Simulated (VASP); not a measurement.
Output of a VASP run:

**OSZICAR**
```
       N       E                     dE             d eps       ncg     rms          rms(c)
DAV:   1    -0.574216151211E+01   -0.57422E+01   -0.43269E+03  1480   0.775E+02
DAV:   2    -0.187223274203E+02   -0.12980E+02   -0.12658E+02  2216   0.919E+01
DAV:   3    -0.187850649860E+02   -0.62738E-01   -0.62738E-01  1400   0.805E+00
DAV:   4    -0.187851352363E+02   -0.70250E-04   -0.70250E-04  1936   0.270E-01
DAV:   5    -0.187851352532E+02   -0.16923E-07   -0.16923E-07  1408   0.304E-03    0.547E+00
DAV:   6    -0.183407289583E+02    0.44441E+00   -0.33476E-01  1400   0.457E+00    0.331E+00
DAV:   7    -0.181895464974E+02    0.15118E+00   -0.37729E-01  1608   0.496E+00    0.747E-01
DAV:   8    -0.181908108412E+02   -0.12643E-02   -0.17757E-03  1416   0.470E-01    0.458E-02
DAV:   9    -0.181908327240E+02   -0.21883E-04   -0.12807E-04  1944   0.988E-02    0.280E-02
DAV:  10    -0.181908460871E+02   -0.13363E-04   -0.14254E-05  1368   0.436E-02    0.606E-03
DAV:  11    -0.181908459332E+02    0.15392E-06   -0.38424E-08   992   0.213E-03
   1 F= -.18190846E+02 E0= -.18190846E+02  d E =-.368511E-25
```

### OUTCAR
```
------------------------ aborting loop because EDIFF is reached ----------------------------------------
  FORCE on cell =-STRESS in cart. coord.  units (eV):
  Direction    XX          YY          ZZ          XY          YZ          ZX
  --------------------------------------------------------------------------------------
  Total       -0.6970142     -0.6970142     -0.6970142      0.0000000      0.0000000      0.0000000
  in kB      -96.6639673    -96.6639673    -96.6639673      0.0000000      0.0000000      0.0000000
  external PRESSURE =     -96.6639673 kB  Pullay stress =       0.0000000 kB
  volume of cell :       11.55
      direct lattice vectors                 reciprocal lattice vectors
     0.000000000  1.794262000  1.794262000    -0.278666103  0.278666103  0.278666103
     1.794262000  0.000000000  1.794262000     0.278666103 -0.278666103  0.278666103
     1.794262000  1.794262000  0.000000000     0.278666103  0.278666103 -0.278666103
 POSITION                                       TOTAL-FORCE (eV/Angst)
 -----------------------------------------------------------------------------------
      1.79426      1.79426      1.79426         0.000000      0.000000      0.000000
      2.69139      2.69139      2.69139        -0.000000     -0.000000     -0.000000
 -----------------------------------------------------------------------------------
    total drift:                                0.000000     -0.000000      0.000000
  FREE ENERGIE OF THE ION-ELECTRON SYSTEM (eV)
  ---------------------------------------------------
  free  energy   TOTEN  =       -18.1908459332 eV

  energy  without entropy=      -18.1908459332  energy(sigma->0) =      -18.19084593
```
(Selected blocks of OUTCAR.)

POSCAR:
```
C
1
    0.0000000000     1.7942620000     1.7942620000
    1.7942620000     0.0000000000     1.7942620000
    1.7942620000     1.7942620000     0.0000000000
C
2
Direct
  0.5000000000   0.5000000000   0.5000000000
  0.7500000000   0.7500000000   0.7500000000
```

Question: Write an INCAR and KPOINTS that could have produced this output.

Answer: Several could match; the one computed here: the input of the run itself, PBE GGA, plane waves, VASP's PBE PAW potentials (set 64).

### KPOINTS
```
Regular mesh
0
gamma
  13 13 13
```

INCAR:
```
ISMEAR=0   ! Gaussian
ENCUT=400
PREC=Accurate
LREAL=.False.
LWAVE=.False.
LASPH=.True.   ! aspherical one-centre terms
EDIFF=1E-6   ! SCF stop (eV)
NELM=100   ! most electronic steps
LCHARG=.False.
SYSTEM=C
GGA=PE
SIGMA=0.01
ALGO=Normal   ! blocked Davidson
ISIF=2
```

POTCAR, in this order: C (PBE.64 set). Program: vasp_std.

At this cut-off the stress carries a Pulay error, which pulls relaxed volumes low.

The structure comes from a computed database's C entry; how it stands against other phases isn't given here. The cell was not relaxed at this level.
